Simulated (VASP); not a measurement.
# CuI: a GW gap and what it depends on, part 2 of 2

How far does the GW correction to the gap of CuI depend on the settings? The starting structure is a measured crystal structure from the Crystallography Open Database. Cell and atoms stay as given.

VASP 6.6.1.

Results so far: G0W0 (response cutoff 100 eV, 4×4×4 mesh) 2.30 eV; G0W0 (response cutoff 160 eV, 4×4×4 mesh) 2.18 eV; G0W0 (response cutoff 240 eV, 4×4×4 mesh) 2.15 eV.

The database entry behind the starting cell differs from later determinations by our own check (about 0.4 % short), so it need not match the best structure at ambient conditions.

## 5. GW0 with iterated eigenvalues (response cutoff 160 eV, 4×4×4 mesh)

Level of this step: evGW0 on LDA; plane waves and PAW (I_GW, Cu_GW) (VASP).

It reads the orbitals and their derivatives (WAVECAR and WAVEDER) of a run with the empty bands, which follows a ground-state run; neither is shown.

INCAR

```
SYSTEM = CuI
PREC = Accurate
ENCUT = 440
ISMEAR = 0
SIGMA = 0.01
LREAL = .FALSE.
GGA = CA
NBANDS = 256
LASPH = .TRUE.
ALGO = EVGW0
NELMGW = 4
ENCUTGW = 160
NOMEGA = 40
PRECFOCK = Fast
NBANDSGW = 20
LWAVE = .FALSE.
LCHARG = .FALSE.
```

POSCAR

```
CuI
1.0
    0.0000000000      3.0160000000      3.0160000000
    3.0160000000      0.0000000000      3.0160000000
    3.0160000000      3.0160000000      0.0000000000
I Cu
1 1
Direct
    0.0000000000      0.0000000000      0.0000000000
    0.7500000000      0.7500000000      0.7500000000
```

KPOINTS

```
Automatic mesh
0
Gamma
4 4 4
0 0 0
```

PAW data sets: I_GW and Cu_GW (LDA family, release 64).

The run is started by

```sh
$ mpirun -np 4 vasp_std
```

The program printed:

```text
[banner, memory and clock lines left out]
running    4 mpi-ranks, on    1 nodes
[...]
[... a notice as in an earlier step ...]

 LDA part: xc-table for (Slater(with rela. corr.)+CA(PZ))
 , standard interpolation
 found WAVECAR, reading the header
 POSCAR, INCAR and KPOINTS ok, starting setup
[...]
reading WAVECAR
 the WAVECAR file was read successfully
 initial charge from wavefunction
 available memory per node:    110.28 GB, setting MAXMEM to    112923

 The Fermi energy was updated, please check that it is located mid-gap
 values below the HOMO (VB) or above the LUMO (CB) will cause erroneous energies
 E-fermi :   4.3636

 calculate exact exchange contribution
 the WAVEDER file was read successfully
energies w=
    0.000    0.000    0.425    0.000    0.847    0.000    1.264    0.000
    1.674    0.000    2.076    0.000    2.469    0.000    2.854    0.000
    3.230    0.000    3.598    0.000    3.960    0.000    4.317    0.000
[...]
total number of BLAS operations        814.84 Gflops
NQ=   4    0.2500    0.2500    0.0000,
|.........|.........|.........|.........|.........|.........|.........|.........
 performed       2243000 updates of chi_q(r,r)
 total number of BLAS operations       1162.66 Gflops
NQ=   5    0.5000    0.2500    0.0000,
|.........|.........|.........|.........|.........|.........|.........|.........
 performed       3121000 updates of chi_q(r,r)
 total number of BLAS operations       1612.50 Gflops
NQ=   6   -0.2500    0.2500    0.0000,
|.........|.........|.........|.........|.........|.........|.........|.........
 performed       3917000 updates of chi_q(r,r)
 total number of BLAS operations       2030.12 Gflops
NQ=   7    0.5000    0.5000    0.0000,
|.........|.........|.........|.........|.........|.........|.........|.........
 performed       4426000 updates of chi_q(r,r)
 total number of BLAS operations       2293.25 Gflops
NQ=   8   -0.2500    0.5000    0.2500,
|.........|.........|.........|.........|.........|.........|.........|.........
 performed       5058000 updates of chi_q(r,r)
 total number of BLAS operations       2614.69 Gflops
 resolving degeneracies of screened two electron integrals

 calculate QP shifts <psi_nk| G(iteration)W_0 |psi_nk>: iteration 4
 entering main loop
```

It took 8.2 min on 4 MPI ranks of Intel Xeon 6975P-C (Granite Rapids), shared host; peak memory 1.2 GiB.

Parts of OUTCAR (step 5):

```text
 QP shifts <psi_nk| G(iteration)W_0 |psi_nk>: iteration 2
 k-point   1 :       0.0000    0.0000    0.0000
  band No. old QP-enery  QP-energies   sigma(KS)   T+V_ion+V_H  V^pw_x(r,r')   Z            occupation Imag(sigma)
    ...
      6       1.2932       1.0901     -20.0003      20.9715     -28.3298       0.6308       2.0000      -0.1343
      7       3.2650       3.1154     -17.8157      20.8684     -22.6528       0.7046       2.0000      -0.1714
      8       3.2650       3.1154     -17.8157      20.8684     -22.6528       0.7046       2.0000      -0.1714
      9       3.2650       3.1154     -17.8157      20.8684     -22.6528       0.7046       2.0000      -0.1714
     10       5.4410       5.5178      -9.1535      14.6928      -5.0009       0.7813       0.0000      -0.2884
     11       9.1029       9.1714      -9.2130      18.4058      -4.8214       0.7631       0.0000      -0.2072
     12       9.1029       9.1714      -9.2130      18.4058      -4.8214       0.7631       0.0000      -0.2072
     13       9.1029       9.1714      -9.2130      18.4058      -4.8214       0.7631       0.0000      -0.2072
    ...

 QP shifts <psi_nk| G(iteration)W_0 |psi_nk>: iteration 3
 k-point   1 :       0.0000    0.0000    0.0000
  band No. old QP-enery  QP-energies   sigma(KS)   T+V_ion+V_H  V^pw_x(r,r')   Z            occupation Imag(sigma)
    ...
      6       1.0901       1.0200     -19.9926      20.9715     -28.3298       0.6306       2.0000      -0.1375
      7       3.1154       3.0716     -17.8150      20.8684     -22.6528       0.7064       2.0000      -0.1738
      8       3.1154       3.0716     -17.8150      20.8684     -22.6528       0.7064       2.0000      -0.1738
      9       3.1154       3.0716     -17.8150      20.8684     -22.6528       0.7064       2.0000      -0.1738
     10       5.5178       5.5272      -9.1629      14.6928      -5.0009       0.7815       0.0000      -0.2897
     11       9.1714       9.1820      -9.2205      18.4058      -4.8214       0.7632       0.0000      -0.2073
     12       9.1714       9.1820      -9.2205      18.4058      -4.8214       0.7632       0.0000      -0.2073
     13       9.1714       9.1820      -9.2205      18.4058      -4.8214       0.7632       0.0000      -0.2073
    ...

 QP shifts <psi_nk| G(iteration)W_0 |psi_nk>: iteration 4
 k-point   1 :       0.0000    0.0000    0.0000
  band No. old QP-enery  QP-energies   sigma(KS)   T+V_ion+V_H  V^pw_x(r,r')   Z            occupation Imag(sigma)
    ...
      6       1.0200       0.9962     -19.9893      20.9715     -28.3298       0.6304       2.0000      -0.1385
      7       3.0716       3.0580     -17.8160      20.8684     -22.6528       0.7067       2.0000      -0.1747
      8       3.0716       3.0580     -17.8160      20.8684     -22.6528       0.7067       2.0000      -0.1747
      9       3.0716       3.0580     -17.8160      20.8684     -22.6528       0.7067       2.0000      -0.1747
     10       5.5272       5.5279      -9.1647      14.6928      -5.0009       0.7817       0.0000      -0.2900
     11       9.1820       9.1832      -9.2222      18.4058      -4.8214       0.7633       0.0000      -0.2074
     12       9.1820       9.1832      -9.2222      18.4058      -4.8214       0.7633       0.0000      -0.2074
     13       9.1820       9.1832      -9.2222      18.4058      -4.8214       0.7633       0.0000      -0.2074
    ...

[... 3 parts as in an earlier step ...]

[... 1 further part left out ...]
[key lines of the parts left out:]
E-fermi :   4.3636
```

GW0 with iterated eigenvalues (response cutoff 160 eV, 4×4×4 mesh): the quasiparticle gap on this mesh is 2.470 eV, +1.473 eV from the LDA gap on the same points, with 256 bands.

## 6. All runs side by side

```csv
run,LDA gap on the mesh (eV),GW gap (eV),correction (eV),bands
"G0W0 (response cutoff 100 eV, 4×4×4 mesh)",0.997,2.297,1.3,128
"G0W0 (response cutoff 160 eV, 4×4×4 mesh)",0.997,2.176,1.179,256
"G0W0 (response cutoff 240 eV, 4×4×4 mesh)",0.997,2.154,1.157,464
"GW0 with iterated eigenvalues (response cutoff 160 eV, 4×4×4 mesh)",0.997,2.47,1.473,256
```

## 7. Results

```yaml
gap_g0w0_response_cutoff_100_ev_4x4x4_mesh: 2.297 eV
gap_g0w0_response_cutoff_160_ev_4x4x4_mesh: 2.176 eV
gap_g0w0_response_cutoff_240_ev_4x4x4_mesh: 2.154 eV
gap_gw0_with_iterated_eigenvalues_response_cutoff_160_ev_4x4x4_mesh: 2.470 eV
```

The correction to the LDA gap of CuI is +1.300 eV at a response cutoff of 100 eV, +1.179 eV at a response cutoff of 160 eV, +1.157 eV at a response cutoff of 240 eV. The number of bands rises with the cutoff. Iterating the eigenvalues in G raises the gap by +0.294 eV. Spin-orbit coupling is left out, which with elements this heavy can change the gap by tenths of an eV or more. From a response cutoff of 160 to 240 eV the correction still moves by -0.022 eV, so cutoff and bands aren't shown to be converged. The LDA gap along the bands, from another run on this structure, is 1.031 eV. On the 4×4×4 mesh it is 0.997 eV, lower, since the two runs differ in mesh, cutoff and data sets. Further runs on this material are not shown.

[Lines on the potential files, build, host, timing and source positions are cut from VASP's logs without a mark.]

[Logs are printed without paths, hosts, clocks, repeated set-up lines and the standing remarks that a program may print on its own settings, such as how far it seeks lower states.]

[Hosts, paths, dates, database ids (printed as entryN), source tags and the programs' standing remarks are cut or masked in the printed files.]
